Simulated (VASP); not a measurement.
The cell holds one NiSi2 (fluorite) (111) slab, with vacuum along c, ions free to move until forces fall under 0.03 eV/Å, no reconstruction beyond this cell, dipole correction on.

Here is the system:

```
NiSi2
1.0
    3.81758     0.00000     0.00000
   -1.90879     3.30612     0.00000
    0.00000     0.00000    24.32028
Si Ni
6 3
Direct
  0.66667   0.33333   0.34511
  0.33333   0.66667   0.46800
  0.00000   0.00000   0.40295
  0.00000   0.00000   0.59705
  0.66667   0.33333   0.53200
  0.33333   0.66667   0.65489
  0.33333   0.66667   0.37377
  0.00000   0.00000   0.50000
  0.66667   0.33333   0.62623
```

These are PBEsol GGA, VASP's PBE PAW potentials (set 64) (plane waves; VASP) values and carry that method's errors. Run with 400 eV cut-off, 8×8×1 Γ-centred mesh, first-order Methfessel-Paxton smearing of 0.10 eV, potentials Si Ni.

Slab and bulk use different k-meshes, so the surface energy is good to a few per cent at best.

**Question.** Predict its surface energy, work function, band gap (on the k-mesh).

**Answer.** 
| Property | Result |
|---|---|
| surface energy | 1.21 J/m² |
| work function | 4.56 eV |
| band gap (on the k-mesh) | none (metal, semimetal or under 0.01 eV) |

The cell is a thin slab with vacuum, built from NiSi2 (fluorite): (111) face. The run is not spin-polarised, so no magnetic state was tried.
